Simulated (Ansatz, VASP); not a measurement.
# Cross-check of Zn2H73C38S8N7O24F8 between VASP and Ansatz, part 3 of 3

Aim: how closely do two programs agree when they are given the same cell, functional and k mesh? Of the first pair: The structure shown is the start of the Ansatz relaxation below; VASP solves that cell, so the two are compared at the walk's first step.

VASP 6.6.1 and Ansatz 0.2.0.

So far. Step 3 (VASP: single point, PBEsol, start cell, pair 1): The run ends at a pressure of 3.31 GPa, with forces up to 7.4 eV/Å.

## Step 6: VASP: single point, PBEsol, relaxed cell, pair 2

Level of this step: PBEsol; plane waves and PAW (C, O, H, N, S, F, Zn) (VASP).

The same cell, functional, mesh and smearing now go to VASP, with its own data sets.

File INCAR:

```
SYSTEM = Zn2H73C38S8N7O24F8
PREC = Accurate
ENCUT = 520
EDIFF = 1E-06
NELM = 120
ISMEAR = -1
SIGMA = 0.025
LREAL = Auto
ALGO = Normal
GGA = PS
NBANDS = 378
LORBIT = 11
LWAVE = .FALSE.
LCHARG = .FALSE.
ISIF = 2
LASPH = .TRUE.
GGA_COMPAT = .FALSE.
EFERMI = MIDGAP
```

File POSCAR:

```
Zn2H73C38S8N7O24F8
1.0
   12.5122500000      0.0000000000      0.0000000000
    0.0000000000     12.5122500000      0.0000000000
    0.0000000000      0.0000000000     12.5122500000
C O H N S F Zn
38 24 73 7 8 8 2
Direct
    0.5735700000      0.3545900000      0.0618300000
    0.5181500000      0.4618500000      0.0788400000
    0.5308300000      0.5132900000      0.9696000000
    0.6673400000      0.3872500000      0.9919300000
    0.7362200000      0.7181600000      0.8350300000
    0.8508100000      0.7417500000      0.8697100000
    0.9129800000      0.6611900000      0.8044500000
    0.7493000000      0.7003600000      0.7160000000
    0.4340500000      0.1438700000      0.6413900000
    0.3879400000      0.1629300000      0.5302100000
    0.2737500000      0.1244800000      0.5437900000
    0.3408500000      0.1757800000      0.7118200000
    0.4235600000      0.7536200000      0.3410200000
    0.4127100000      0.8629700000      0.3940300000
    0.3178700000      0.9108300000      0.3346200000
    0.3957500000      0.7797900000      0.2259200000
    0.1054600000      0.5170700000      0.9969000000
    0.0782600000      0.4546500000      0.0979400000
    0.1397300000      0.5157100000      0.1837400000
    0.2206100000      0.5476700000      0.0185800000
    0.7268500000      0.1083200000      0.7755000000
    0.7435600000      0.0515700000      0.8820700000
    0.8577700000      0.0826000000      0.9083900000
    0.8348800000      0.0936500000      0.7222700000
    0.5976000000      0.3821300000      0.5491700000
    0.6004800000      0.4097400000      0.6679300000
    0.7190000000      0.4224300000      0.6871700000
    0.6832900000      0.4545400000      0.5032100000
    0.4423000000      0.8886900000      0.9153200000
    0.4472000000      0.9986100000      0.9679800000
[... 124 atom lines left out ...]
    0.7182200000      0.7986900000      0.4594600000
    0.7008300000      0.6787600000      0.1129100000
    0.3671700000      0.6197700000      0.6986700000
    0.1551900000      0.6108800000      0.4260400000
    0.9521300000      0.9619700000      0.3564100000
    0.9049900000      0.5502700000      0.5841400000
```

File KPOINTS:

```
Automatic mesh
0
Gamma
1 1 1
0 0 0
```

Potentials, in the order of the species: C, O, H, N, S, F and Zn (PBE family, release 64).

The run is started by

```console
export OMP_NUM_THREADS=3
mpirun -np 1 vasp_gam
```

Numbers of over 12 decimals in the logs are rounded to 6 here.

Output:

```text
[banner, memory and clock lines left out]
running    1 mpi-ranks, on    1 nodes
[...]
Offloading initialized ...    1 GPUs detected
[...]
[... a notice as in an earlier step ...]

 LDA part: xc-table for (Slater+PW92), standard interpolation
 POSCAR, INCAR and KPOINTS ok, starting setup
[...]
entering main loop
       N       E                     dE             d eps       ncg     rms          rms(c)
DAV:   1     0.479290389043E+04    0.47929E+04   -0.28008E+05   756   0.134E+03
DAV:   2    -0.386978032829E+03   -0.51799E+04   -0.48934E+04   932   0.330E+02
DAV:   3    -0.989217790954E+03   -0.60224E+03   -0.59581E+03   910   0.126E+02
DAV:   4    -0.100928769819E+04   -0.20070E+02   -0.19938E+02   936   0.270E+01
[...]
DAV:  18    -0.918024839376E+03    0.29147E-05   -0.34432E-05   992   0.196E-02    0.122E-02
DAV:  19    -0.918024840816E+03   -0.14399E-05   -0.18719E-05  1056   0.107E-02    0.625E-03
DAV:  20    -0.918024840200E+03    0.61610E-06   -0.24710E-06   704   0.884E-03
   1 F= -.91802484E+03 E0= -.91802484E+03  d E =0.000000E+00
```

From OUTCAR (step 6):

```text
  FREE ENERGIE OF THE ION-ELECTRON SYSTEM (eV)
  ---------------------------------------------------
  free  energy   TOTEN  =      -918.0248401998 eV

  energy  without entropy=     -918.0248401998  energy(sigma->0) =     -918.02484020
```

The run ends at a pressure of 0.08 GPa, with forces up to 0.44 eV/Å.

## Step 7: Differences

Compared:

| quantity | Ansatz | VASP | difference |
| --- | --- | --- | --- |
| gap on the k mesh (eV) | 3.700 | 3.670 | +0.030 |

Forces on 7 of the 160 atoms, those with the largest forces and the largest differences (eV/Å; atoms numbered as in POSCAR):

| atom | Ansatz x, y, z | VASP x, y, z |
| --- | --- | --- |
| C34 | 0.002, 0.001, 0.004 | 0.214, -0.341, 0.169 |
| C36 | -0.001, -0.002, 0.000 | 0.150, -0.024, 0.394 |
| C38 | 0.003, -0.001, 0.000 | 0.178, -0.213, -0.333 |
| N140 | -0.001, -0.001, -0.004 | -0.209, 0.338, -0.169 |
| N141 | 0.002, 0.003, 0.002 | -0.149, 0.030, -0.389 |
| N142 | -0.004, -0.001, -0.002 | -0.172, 0.211, 0.327 |
| S144 | 0.000, -0.003, -0.008 | -0.048, -0.270, 0.167 |

The forces differ by 81 meV/Å r.m.s., where the r.m.s. force is 0.004 eV/Å in Ansatz and 0.081 eV/Å in VASP: the atoms lie near their places of rest in Ansatz, so a percentage would say little (all taken over all components). A gap on the mesh is an upper bound, since the band edges may lie between its points.

## Step 8: Summary of results

* r.m.s. force difference (single point, PBEsol, start cell, pair 1): 6.4 % of the r.m.s. force
* r.m.s. force difference (single point, PBEsol, relaxed cell, pair 2): 81 meV/Å

The r.m.s. force difference is 81 meV/Å (single point, PBEsol, relaxed cell, pair 2), beyond the 12 meV/Å picked in this series as the mark of a large difference. What causes the difference of the single point, PBEsol, start cell, pair 1 pair stays open here. What causes the difference of the single point, PBEsol, relaxed cell, pair 2 pair stays open here. How closely two codes agree says nothing of how well the functional describes the real material.

[Lines on the potential files, build, host, timing and source positions are cut from VASP's logs without a mark.]

[Logs are printed without paths, hosts, clocks, repeated set-up lines and the standing remarks that a program may print on its own settings, such as how far it seeks lower states.]

[Hosts, paths, dates, database ids (printed as entryN), source tags and the programs' standing remarks are cut or masked in the printed files.]
